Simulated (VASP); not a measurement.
Data:

```yaml
crystal:
  lattice:
    - [0.00000, 1.95494, 1.95494]
    - [1.95494, 0.00000, 1.95494]
    - [1.95494, 1.95494, 0.00000]
  atoms:
    - { symbol: Ir, position: [0.00000, 0.00000, 0.00000] }
```

Calculation: PBEsol GGA, VASP's PBE PAW potentials (set 64) (plane waves; VASP). Numerical set-up: 480 eV cut-off, 16×16×16 Γ-centred mesh, first-order Methfessel-Paxton smearing of 0.10 eV, potentials Ir.

Task: Give the stress tensor in GPa (positive for a compressed cell).

Result: 
```
-19.64    0.00    0.00
  0.00  -19.64    0.00
  0.00    0.00  -19.64
```
The pressure is its mean diagonal, -19.64 GPa.

The compound is Ir in the fcc structure. This cell was strained or had an atom moved on purpose.
